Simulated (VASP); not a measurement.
Consider the following.

```xyz
1
Lattice="-1.7450 1.7450 1.7450 1.7450 -1.7450 1.7450 1.7450 1.7450 -1.7450" Properties=species:S:1:pos:R:3 pbc="T T T"
Li     0.0000     0.0000     0.0000
```

These are PBEsol GGA, VASP's PBE PAW potentials (set 64) (plane waves; VASP) values and carry that method's errors. Settings: 520 eV cut-off, 13×13×13 Γ-centred mesh, first-order Methfessel-Paxton smearing of 0.10 eV, potentials Li_sv.

Energy and stress use the plane-wave basis of the starting cell.

**Question.** The ions, cell shape and volume are relaxed. Which structure does the run end with?

**Answer.** 
```xyz
1
Lattice="-1.7132 1.7132 1.7132 1.7132 -1.7132 1.7132 1.7132 1.7132 -1.7132" Properties=species:S:1:pos:R:3 pbc="T T T"
Li     0.0000     0.0000     0.0000
```
Space group Im-3m (229), at a tolerance of 0.03 Å.

**Question.** How do energy and volume change from the first to the last step?

**Answer.** The energy (σ→0) changes by -2.7 meV/atom and the volume by -5.4 %, in 5 ionic steps.

| step | E(σ→0) (eV) | max force (eV/Å) | pressure (GPa) | volume (Å³) |
|---|---|---|---|---|
| 1 | -1.9649 | 0.000 | -0.72 | 21.25 |
| 2 | -1.9661 | 0.000 | -0.55 | 20.96 |
| 3 | -1.9674 | 0.000 | -0.22 | 20.43 |
| 4 | -1.9664 | 0.000 | 0.54 | 19.39 |
| 5 | -1.9676 | 0.000 | -0.01 | 20.11 |

The compound is Li in the bcc structure. This run relaxes it. Symmetry was kept, so distortions that lower it aren't found.
